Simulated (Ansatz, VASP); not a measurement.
# NbRu3: VASP beside Ansatz

```
Nb Ru
1.0
     3.89393    0.00000    0.00000
     0.00000    3.89393    0.00000
     0.00000    0.00000    3.89393
Nb Ru
1 3
Direct
  0.00000 0.00000 0.00000
  0.00000 0.50000 0.50000
  0.50000 0.00000 0.50000
  0.50000 0.50000 0.00000
```

Alike in both runs: task relaxation of cell and atoms; functional LDA; k mesh 12 × 12 × 12; occupations gaussian, width 0.1 eV; no spin polarisation.

|  | VASP | Ansatz |
| --- | --- | --- |
| version | VASP 6.6.1 | Ansatz 0.2.0 |
| potentials or method | VASP PAW LDA potentials, release 64 (Nb_sv, Ru_pv) | scalar-relativistic, plane waves, PAW |
| plane-wave cutoff (eV) | 600 | 420 |
| valence electrons in the cell | 55 | 61 |

```csv
,VASP,Ansatz,Ansatz less VASP
"gap on the k mesh at the Fermi level, each at its own relaxed structure (eV)",none,none,-
relaxed volume (Å³/atom),14.04,14.02,-0.026
relaxed cell length with the largest relative difference (Å),3.830,3.828,-0.0023
energy change over the relaxation (meV/atom),-32,-35,-2.4
```

A gap of «none» marks a metal or a gap that the smearing closes. The two sets of potentials don't hold the same shells in valence.

LDA usually gives volumes a few per cent too small. Zero-point motion and thermal expansion aren't in these numbers.
